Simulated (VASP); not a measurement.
# PtSe2 (Sudovikovite): structure and properties in VASP, part 5 of 5

Aim: relax PtSe2 (Sudovikovite) with LDA, compute its properties on that cell and hold them against experiment. The start is a cell from a database of measured crystal structures.

VASP 6.6.1, plane waves and PAW; the level of theory is named at each step.

Still holding for the runs below: The k-mesh is coarse for a metal.

So far. Step 6 (Density of states (LDA)): The finer mesh and the other smearing move the Fermi level by +0.02 eV from the 7×7×5 run, a small shift, which tests the Fermi level alone. Of the states within 0.3 eV of the Fermi level, the largest shares in the PAW spheres are Pt d 33 % and Se p 32 %. The rest lies in smaller channels or between the spheres. The relaxed cell has a = 3.740, c = 4.788 Å (conventional setting).

The database entry behind the starting cell has ideal inner coordinates that were not refined, so it need not match the best structure at ambient conditions.

## Step 8: Band structure (LDA + SOC)

This step: LDA, spin-orbit coupling; plane waves and PAW (Pt, Se) (VASP 6.6.1).

The mesh alone shows little of the dispersion and can miss band extrema, so KPOINTS_OPT adds a path through the symmetry points after the self-consistent cycle. Spin-orbit coupling needs spinors and the noncollinear program, where each band holds one electron.

File INCAR:

```
SYSTEM = PtSe2
PREC = Accurate
ENCUT = 400
EDIFF = 1E-06
NELM = 100
ISMEAR = 0
SIGMA = 0.05
LREAL = .FALSE.
ALGO = Normal
GGA = CA
LNONCOLLINEAR = .TRUE.
MAGMOM = 0 0 0 0 0 0 0 0 0
NBANDS = 34
GGA_COMPAT = .FALSE.
LASPH = .TRUE.
LSORBIT = .TRUE.
LMAXMIX = 4
LORBIT = 11
LWAVE = .FALSE.
LCHARG = .FALSE.
KPAR = 2
```

File POSCAR:

```
PtSe2
1.0
    3.7403324055      0.0000000000      0.0000000000
   -1.8701662028      3.2392228818      0.0000000000
    0.0000000000      0.0000000000      4.7881194269
Pt Se
1 2
Direct
    0.0000000000      0.0000000000      0.0000000000
    0.3333333333      0.6666666667      0.2644490384
    0.6666666667      0.3333333333      0.7355509616
```

File KPOINTS:

```
Automatic mesh
0
Gamma
6 6 4
0 0 0
```

File KPOINTS_OPT:

```
Line mode
16
Line-mode
Reciprocal
  0.00000000   0.00000000   0.00000000 GAMMA
  0.50000000   0.00000000   0.00000000 M

  0.50000000   0.00000000   0.00000000 M
  0.33333333   0.33333333   0.00000000 K

  0.33333333   0.33333333   0.00000000 K
  0.00000000   0.00000000   0.00000000 GAMMA

  0.00000000   0.00000000   0.00000000 GAMMA
  0.00000000   0.00000000   0.50000000 A

  0.00000000   0.00000000   0.50000000 A
  0.50000000   0.00000000   0.50000000 L

  0.50000000   0.00000000   0.50000000 L
  0.33333333   0.33333333   0.50000000 H

  0.33333333   0.33333333   0.50000000 H
  0.00000000   0.00000000   0.50000000 A

  0.50000000   0.00000000   0.50000000 L
  0.50000000   0.00000000   0.00000000 M

  0.33333333   0.33333333   0.00000000 K
  0.33333333   0.33333333   0.50000000 H
```

PAW data sets: Pt and Se (LDA family, release 64).

Command:

```
$ mpirun -np 2 vasp_ncl
```

Log:

```text
[... set-up lines as in an earlier step ...]
 entering main loop
       N       E                     dE             d eps       ncg     rms          rms(c)
DAV:   1     0.981118513283E+02    0.98112E+02   -0.84160E+03  1648   0.928E+02
DAV:   2    -0.124633030386E+02   -0.11058E+03   -0.10481E+03  1978   0.209E+02
DAV:   3    -0.182527461773E+02   -0.57894E+01   -0.56946E+01  1944   0.461E+01
DAV:   4    -0.183133939599E+02   -0.60648E-01   -0.60552E-01  1976   0.520E+00
DAV:   5    -0.183141680058E+02   -0.77405E-03   -0.77371E-03  1898   0.574E-01    0.146E+01
DAV:   6    -0.177298421098E+02    0.58433E+00   -0.37590E+00  1686   0.195E+01    0.909E+00
DAV:   7    -0.175265961054E+02    0.20325E+00   -0.74914E-01  1684   0.929E+00    0.479E+00
DAV:   8    -0.175026270595E+02    0.23969E-01   -0.68636E-02  1824   0.154E+00    0.165E+00
DAV:   9    -0.174955820950E+02    0.70450E-02   -0.95671E-03  1782   0.104E+00    0.343E-01
DAV:  10    -0.174950655826E+02    0.51651E-03   -0.27706E-03  1896   0.406E-01    0.132E-01
DAV:  11    -0.174950684983E+02   -0.29157E-05   -0.36934E-04  1828   0.132E-01    0.394E-02
DAV:  12    -0.174950672881E+02    0.12101E-05   -0.19262E-05  1790   0.335E-02    0.222E-02
DAV:  13    -0.174950668904E+02    0.39773E-06   -0.84090E-07  1342   0.634E-03
   1 F= -.17495067E+02 E0= -.17494657E+02  d E =-.819065E-03  mag=     0.0000    -0.0000    -0.0000
 Start KPOINTS_OPT (optional k-point list driver)
k-point batch [1-24\144]
       N       E                     dE             ncg
DAV:   1     0.331212338131E+04   -0.55404E+04     1648
DAV:   2     0.689814965402E+03   -0.26223E+04     2022
DAV:   3     0.560123707789E+03   -0.12969E+03     1942
DAV:   4     0.558833746388E+03   -0.12900E+01     1804
DAV:   5     0.558814357512E+03   -0.19389E-01     1884
DAV:   6     0.558813846831E+03   -0.51068E-03     1844
DAV:   7     0.558813830502E+03   -0.16329E-04     1862
DAV:   8     0.558813829994E+03   -0.50847E-06     1264
[...]
k-point batch [121-144\144]
       N       E                     dE             ncg
DAV:   1     0.316088710199E+04   -0.12910E+05     1656
DAV:   2     0.585578357425E+03   -0.25753E+04     1928
DAV:   3     0.463615289645E+03   -0.12196E+03     1916
DAV:   4     0.462451734407E+03   -0.11636E+01     1894
DAV:   5     0.462434899327E+03   -0.16835E-01     1912
DAV:   6     0.462434453564E+03   -0.44576E-03     1928
DAV:   7     0.462434439743E+03   -0.13821E-04     1898
DAV:   8     0.462434439340E+03   -0.40274E-06     1374
```

Elapsed: 57 s, on 2 MPI ranks of AMD EPYC 9R45, shared host; peak memory 0.45 GiB; 90 s of CPU time.

From OUTCAR (step 8):

```text
   k-points           NKPTS =     24   k-points in BZ     NKDIM =     24   number of bands    NBANDS=     34

   NELECT =      22.0000    total number of electrons

 E-fermi :   7.0614

 k-point     1 :       0.0000    0.0000    0.0000
  band No.  band energies     occupation
    ...
     16       4.6505      1.00000
     17       5.7030      1.00000
     18       5.7030      1.00000
     19       6.2533      1.00000
     20       6.2533      1.00000
     21       7.8943      0.00000
     22       7.8943      0.00000
     23       8.1052      0.00000
     24       8.1052      0.00000
     25       8.2301      0.00000
    ...

  Total        0.0431240      0.0431240      0.1046827     -0.0000000     -0.0000000     -0.0000000
  in kB        1.1910041      1.1910041      2.8911434     -0.0000000     -0.0000000     -0.0000000
  external PRESSURE =       1.7577172 kB  Pullay stress =       0.0000000 kB

 POSITION                                       TOTAL-FORCE (eV/Angst)
 -----------------------------------------------------------------------------------
      0.00000      0.00000      0.00000         0.000000      0.000000      0.000000
     -0.00000      2.15948      1.26621        -0.000000      0.000000      0.022296
      1.87017      1.07974      3.52191         0.000000     -0.000000     -0.022296
 -----------------------------------------------------------------------------------
    total drift:                                0.000000      0.000000     -0.000000

  FREE ENERGIE OF THE ION-ELECTRON SYSTEM (eV)
  ---------------------------------------------------
  free  energy   TOTEN  =       -17.4950668904 eV

  energy  without entropy=      -17.4942478250  energy(sigma->0) =      -17.49465736

 Spin-Orbit-Coupling matrix elements
 Ion:    1  E_soc:     -0.7332105
 Ion:    2  E_soc:     -0.0344417
 Ion:    3  E_soc:     -0.0344417

 magnetization (x)
# of ion       s       p       d       tot
------------------------------------------
    1        0.000   0.000   0.000   0.000
    2        0.000   0.000   0.000   0.000
    3        0.000   0.000   0.000   0.000
--------------------------------------------------
tot          0.000   0.000   0.000   0.000

 magnetization (y)
# of ion       s       p       d       tot
------------------------------------------
    1        0.000   0.000   0.000   0.000
    2       -0.000   0.000   0.000  -0.000
    3       -0.000  -0.000   0.000  -0.000
--------------------------------------------------
tot         -0.000  -0.000   0.000  -0.000

 magnetization (z)
# of ion       s       p       d       tot
------------------------------------------
    1       -0.000   0.000   0.000  -0.000
    2        0.000   0.000   0.000   0.000
    3        0.000   0.000   0.000   0.000
--------------------------------------------------
tot         -0.000   0.000   0.000  -0.000

[... 6 parts as in an earlier step ...]

[... 10 further parts left out ...]
```

Numbers from this step:

* bands: 34
* irreducible k-points: 24
* free energy (TOTEN): -17.50 eV
* energy at zero smearing: -17.49 eV
* Fermi energy: 7.061 eV
* pressure: 0.1758 GPa

On-site spin-orbit energy by atom:

| atom | on-site spin-orbit energy (eV) |
| --- | --- |
| Pt1 | -0.733 |
| Se2 | -0.034 |
| Se3 | -0.034 |

The electronic bands at the labelled points (eV, zero at the Fermi level; # counts the bands kept, so #1 is VASP's band 5):

| point | #15 | #16 | #17 | #18 | #19 | #20 | #21 | #22 |
| --- | --- | --- | --- | --- | --- | --- | --- | --- |
| Γ | -0.81 | -0.81 | 0.83 | 0.83 | 1.04 | 1.04 | 1.17 | 1.17 |
| 0.53 of the way | -2.02 | -2.02 | -1.45 | -1.45 | 1.47 | 1.47 | 1.93 | 1.93 |
| M | -3.18 | -3.18 | -2.76 | -2.76 | 0.52 | 0.52 | 2.56 | 2.56 |
| 0.47 of the way | -2.78 | -2.78 | -1.71 | -1.71 | 0.25 | 0.25 | 1.35 | 1.35 |
| K | -1.89 | -1.89 | -1.63 | -1.63 | -0.11 | -0.11 | 0.08 | 0.08 |
| 0.47 of the way | -2.29 | -2.29 | -0.39 | -0.39 | 0.56 | 0.56 | 1.72 | 1.72 |
| Γ | -0.81 | -0.81 | 0.83 | 0.83 | 1.04 | 1.04 | 1.17 | 1.17 |
| 0.47 of the way | -1.20 | -1.20 | -0.46 | -0.46 | 1.66 | 1.66 | 1.70 | 1.70 |
| A | -1.66 | -1.66 | -1.56 | -1.56 | 2.38 | 2.38 | 2.42 | 2.42 |
| 0.47 of the way | -1.41 | -1.41 | -1.02 | -1.02 | 0.71 | 0.71 | 1.06 | 1.06 |
| L | -2.77 | -2.77 | -1.12 | -1.12 | 0.63 | 0.63 | 1.52 | 1.52 |
| 0.47 of the way | -2.38 | -2.38 | -2.07 | -2.07 | 1.55 | 1.55 | 2.10 | 2.10 |
| H | -2.58 | -2.58 | -2.32 | -2.32 | 2.32 | 2.32 | 2.44 | 2.44 |
| 0.53 of the way | -1.27 | -1.27 | -1.11 | -1.11 | -0.06 | -0.06 | 1.56 | 1.56 |
| A | -1.66 | -1.66 | -1.56 | -1.56 | 2.38 | 2.38 | 2.42 | 2.42 |
| jump to L | -2.77 | -2.77 | -1.12 | -1.12 | 0.63 | 0.63 | 1.52 | 1.52 |
| 0.47 of the way | -2.91 | -2.91 | -1.98 | -1.98 | 1.45 | 1.45 | 1.49 | 1.49 |
| M | -3.18 | -3.18 | -2.76 | -2.76 | 0.52 | 0.52 | 2.56 | 2.56 |
| jump to K | -1.89 | -1.89 | -1.63 | -1.63 | -0.11 | -0.11 | 0.08 | 0.08 |
| 0.47 of the way | -2.29 | -2.29 | -2.06 | -2.06 | 1.03 | 1.03 | 1.08 | 1.08 |
| H | -2.58 | -2.58 | -2.32 | -2.32 | 2.32 | 2.32 | 2.44 | 2.44 |

Of the projections kept (Pt, Se), the largest for each band there; the rest of the weight can lie on other orbitals:

| point | #15 | #16 | #17 | #18 | #19 | #20 | #21 | #22 |
| --- | --- | --- | --- | --- | --- | --- | --- | --- |
| Γ | Se 0.89 | Se 0.89 | Se 0.99 | Se 0.99 | Se 0.59 | Se 0.59 | Se 0.54 | Se 0.54 |
| M | Pt 0.92 | Pt 0.92 | Pt 0.83 | Pt 0.83 | Pt 0.62 | Pt 0.62 | Se 0.62 | Se 0.62 |
| K | Pt 0.50 | Pt 0.50 | Pt 0.66 | Pt 0.66 | Pt 0.63 | Pt 0.63 | Pt 0.66 | Pt 0.66 |
| Γ | Se 0.89 | Se 0.89 | Se 0.99 | Se 0.99 | Se 0.59 | Se 0.59 | Se 0.54 | Se 0.54 |
| A | Pt 0.60 | Pt 0.60 | Se 0.93 | Se 0.93 | Se 0.59 | Se 0.59 | Se 0.56 | Se 0.56 |
| L | Se 0.77 | Se 0.77 | Se 0.85 | Se 0.85 | Pt 0.51 | Pt 0.51 | Pt 0.53 | Pt 0.53 |

There is no gap at this level.

Of the bands kept, 4 cross the Fermi level on this path (spinor bands, one electron each).

## Step 9: Outcome

| Quantity | Value |
| --- | --- |
| relaxed volume | 19.34 Å³/atom |
| relaxed conventional cell a, b, c | 3.740, 3.740, 4.788 Å; angles 90.0, 90.0, 120.0° |
| space group after relaxing, within 0.02 Å | P-3m1 (No. 164) |
| band gap | none, a metal |
| DOS at the Fermi level | 0.589 states/eV/cell |
| highest zone-centre mode | 220 cm⁻¹ |
| band gap (LDA + SOC) | none, a metal |

With LDA, PtSe2 (Sudovikovite) relaxes to 19.34 Å³/atom in space group P-3m1 (held by the symmetry of the run) and comes out as a metal. Against the listed cell the volume lies -4.6 % (a +0.4 %, c -5.4 %). Bands along the symmetry lines (LDA): Of the bands kept, 3 cross the Fermi level on this path. Zone-centre phonons (LDA): The highest mode in this list at Γ, 219.7 cm⁻¹, has its largest share on Se (55 % of the kinetic energy). Band structure (LDA + SOC): Of the bands kept, 4 cross the Fermi level on this path (spinor bands, one electron each). The k-sampling is coarse for a metal, so the Fermi level, pressures and the shape of the cell carry errors. Modes at Γ alone can't show that the crystal is stable at other wave vectors. The bonds form layers, and without a dispersion term the spacing between them, and what depends on it, is unreliable. No search among competing phases was made, and a listed structure need not be the one stable at ambient conditions. All values are for a static lattice at zero temperature.

Calculation against experiment:

| quantity | measured | LDA |
| --- | --- | --- |
| lattice constant a (Å) | 3.7278 | 3.740 (+0.3 %) |
| lattice constant c (Å) | 5.0813 | 4.788 (-5.8 %) |
| Raman mode, Eg, in-plane Se vibration (cm⁻¹) | 175 | 164 (-6.2 %) |
| Raman mode, A1g, out-of-plane Se … (cm⁻¹) | 205 | 206 (+0.3 %) |

Measured values from arxiv:1912.08246 (2019) and arxiv:1703.04242 (2017).

**Verdict.** The lattice constant a is off by +0.3 %: good agreement. The lattice constant c is off by -5.8 %: a clear miss. The Raman mode is off by -6.2 %: fair agreement. The Raman mode is off by +0.3 %: good agreement. The grades are ours: good and fair within 0.7 and 1.5 % for the lattice constant a, 0.8 and 2 % for the lattice constant c and 3 and 7 % for the Raman mode. Zero-point motion and thermal expansion (measured at up to 300 K) are not in the computed lattice constants and Raman mode.

[Lines on the potential files, build, host, timing and source positions are cut from VASP's logs without a mark.]

[Logs are printed without paths, hosts, clocks, repeated set-up lines and the standing remarks that a program may print on its own settings, such as how far it seeks lower states.]

[Hosts, paths, dates, database ids (printed as entryN), source tags and the programs' standing remarks are cut or masked in the printed files.]

[A measured line is paired with the nearest computed mode of its activity, which favours agreement.]
